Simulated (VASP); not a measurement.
Crystal: HfB.

```
Hf B
1.0
     0.00000    2.31000    2.31000
     2.31000    0.00000    2.31000
     2.31000    2.31000    0.00000
Hf B
1 1
Cartesian
  2.3100 2.3100 2.3100
  0.0000 0.0000 0.0000
```

* Program: VASP 6.6.1
* Task: relaxation of cell and atoms
* Functional: optB88-vdW
* Potentials or basis: VASP PAW PBE potentials, release 64 (Hf_pv, B)
* Cutoff: 600 eV
* k mesh: 10 × 10 × 10
* Occupations: fermi-dirac, width 0.05 eV
* Spin: no spin polarisation

At the start: pressure 30.9 GPa; volume 12.33 Å³/atom.

Q: Where does the relaxation end?

A: Over 17 steps the energy falls by 156.6 meV/atom and the volume is 14.14 Å³/atom (+14.7 %); space group Fm-3m (No. 225, to 0.05 Å).

Step by step:
```tsv
step	energy change (eV)	largest force (eV/Å)	pressure (GPa)	volume (Å³)
1	0.0000	0.0000	30.89	24.65
2	0.1652	0.0000	-22.47	34.14
3	-0.3128	0.0000	-0.97	28.45
4	-0.3132	0.0000	-0.14	28.31
5	-0.3132	0.0000	0.33	28.24
6	-0.3132	0.0000	0.33	28.24
7	-0.3132	0.0000	0.30	28.24
8	-0.3132	0.0000	0.30	28.24
9	-0.3132	0.0000	0.30	28.24
10	-0.3132	0.0000	0.30	28.24
11	-0.3132	0.0000	0.30	28.24
12	-0.3132	0.0000	0.30	28.24
13	-0.3132	0.0000	0.30	28.24
14	-0.3132	0.0000	0.27	28.25
15	-0.3132	0.0000	0.24	28.25
16	-0.3132	0.0000	0.18	28.26
17	-0.3133	0.0000	0.05	28.28
```

Final structure:
```yaml
crystal:
  lattice:
    - [0.00000, 2.41823, 2.41823]
    - [2.41823, 0.00000, 2.41823]
    - [2.41823, 2.41823, 0.00000]
  atoms:
    - { symbol: Hf, position: [0.50000, 0.50000, 0.50000] }
    - { symbol: B, position: [0.00000, 0.00000, 0.00000] }
```

Caveat: the PAW data sets were made with another functional, which shifts forces and pressure a little.
